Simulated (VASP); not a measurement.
VASP input:

KPOINTS:
```
Regular mesh
0
gamma
 5 5 5
```

File POSCAR:
```
KI
1
    0.0000000000     3.5350000000     3.5350000000
    3.5350000000     0.0000000000     3.5350000000
    3.5350000000     3.5350000000     0.0000000000
K I
1 1
Direct
  0.0000000000   0.0000000000   0.0000000000
  0.5000000000   0.5000000000   0.5000000000
```

INCAR:
```
SYSTEM = KI
PREC = Accurate
ENCUT = 400
EDIFF = 1E-6
NELM = 100
ALGO = Normal
LREAL = .FALSE.
LASPH = .TRUE.
ISMEAR = 0
SIGMA = 0.05
GGA = PE
LMAXMIX = 4
LWAVE = .FALSE.
LCHARG = .FALSE.
ISIF = 2
```

POTCAR, in this order: K_sv I (PBE.64 set). Program: vasp_std.

Q: Write an equivalent input for Ansatz.

A: One equivalent input (not run):
Ansatz 0.2 input:
```yaml
crystal:
  lattice:
    - [0.0000000, 3.5350000, 3.5350000]
    - [3.5350000, 0.0000000, 3.5350000]
    - [3.5350000, 3.5350000, 0.0000000]
  atoms:
    - { symbol: K, position: [0.0000000, 0.0000000, 0.0000000] }
    - { symbol: I, position: [0.5000000, 0.5000000, 0.5000000] }
kpoints:
  mp_grid: { grid: [5, 5, 5] }
hamiltonian:
  xc: pbe
  pseudopotentials: { kind: paw }
scf:
  occupations: { method: gaussian, width: 0.05 }
  max_iter: 100
output: { forces: true, stress: true, eigenvalues: true }
```
The two are equivalent in intent, not identical: each code has its own PAW files, so the cut-off isn't converted (ENCUT is set for VASP's; basis.ecutwfc is left out, and Ansatz then takes the one that its files recommend); Ansatz stops its SCF on the density residual and VASP on the energy change (EDIFF).

The compound is KI in the rock salt structure. The cell was not relaxed at this level.
